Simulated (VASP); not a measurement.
Output of a VASP run:

**OSZICAR**
```
       N       E                     dE             d eps       ncg     rms          rms(c)
DAV:   1     0.148444033124E+03    0.14844E+03   -0.92022E+03   560   0.133E+03
DAV:   2     0.335994393698E+01   -0.14508E+03   -0.14223E+03   560   0.329E+02
DAV:   3    -0.810117126744E+01   -0.11461E+02   -0.11324E+02   764   0.998E+01
DAV:   4    -0.836731105735E+01   -0.26614E+00   -0.26608E+00   658   0.181E+01
DAV:   5    -0.837671280726E+01   -0.94017E-02   -0.94017E-02   768   0.313E+00    0.344E+00
DAV:   6    -0.826616495294E+01    0.11055E+00   -0.26014E-01   786   0.446E+00    0.216E+00
DAV:   7    -0.826052474097E+01    0.56402E-02   -0.74877E-02   696   0.171E+00    0.882E-01
DAV:   8    -0.826077351893E+01   -0.24878E-03   -0.84092E-03   662   0.108E+00    0.133E-01
DAV:   9    -0.826073422580E+01    0.39293E-04   -0.10181E-03   788   0.360E-01    0.392E-02
DAV:  10    -0.826073357557E+01    0.65024E-06   -0.98310E-05   670   0.999E-02    0.220E-02
DAV:  11    -0.826073604176E+01   -0.24662E-05   -0.22125E-05   678   0.386E-02    0.141E-02
DAV:  12    -0.826073595758E+01    0.84179E-07   -0.12398E-06   452   0.942E-03
   1 F= -.82607360E+01 E0= -.82607360E+01  d E =-.826074E+01
```

File OUTCAR:
```
------------------------ aborting loop because EDIFF is reached ----------------------------------------
  FORCE on cell =-STRESS in cart. coord.  units (eV):
  Direction    XX          YY          ZZ          XY          YZ          ZX
  --------------------------------------------------------------------------------------
  Total       -0.0081109     -0.0081109     -0.0081109     -0.0000000      0.0000000     -0.0000000
  in kB       -0.1945015     -0.1945015     -0.1945015     -0.0000000      0.0000000     -0.0000000
  external PRESSURE =      -0.1945015 kB  Pullay stress =       0.0000000 kB
  volume of cell :       66.81
      direct lattice vectors                 reciprocal lattice vectors
     0.000000000  3.220637690  3.220637690    -0.155248758  0.155248758  0.155248758
     3.220637690  0.000000000  3.220637690     0.155248758 -0.155248758  0.155248758
     3.220637690  3.220637690  0.000000000     0.155248758  0.155248758 -0.155248758
  FREE ENERGIE OF THE ION-ELECTRON SYSTEM (eV)
  ---------------------------------------------------
  free  energy   TOTEN  =        -8.2607359576 eV

  energy  without entropy=       -8.2607359576  energy(sigma->0) =       -8.26073596

 reached required accuracy - stopping structural energy minimisation
```
(Selected blocks of OUTCAR.)

File POSCAR:
```
PbTe
1
    0.0000000000     3.2206376903     3.2206376903
    3.2206376903    -0.0000000000     3.2206376903
    3.2206376903     3.2206376903     0.0000000000
Te Pb
1 1
Direct
  0.5000000000   0.5000000000   0.5000000000
  0.0000000000   0.0000000000   0.0000000000
```

**Question.** Write an INCAR and KPOINTS that could have produced this output.

**Answer.** This is not unique; one that fits is the input of the run itself, PBEsol GGA, plane waves, VASP's PBE PAW potentials (set 64).

KPOINTS:
```
Automatic mesh
0
Gamma
7 7 7
0 0 0
```

INCAR:
```
SYSTEM = PbTe
PREC = Accurate
ENCUT = 500
EDIFF = 1E-6
NELM = 100
ALGO = Normal
LREAL = .FALSE.
LASPH = .TRUE.
ISMEAR = 0
SIGMA = 0.05
GGA = PS
LMAXMIX = 4
LWAVE = .FALSE.
LCHARG = .FALSE.
IBRION = 2
ISIF = 3
NSW = 40
EDIFFG = -0.02
```

POTCAR, in this order: Te Pb_d (PBE.64 set). Program: vasp_std.

The compound is PbTe in the rock salt structure. It was relaxed first.
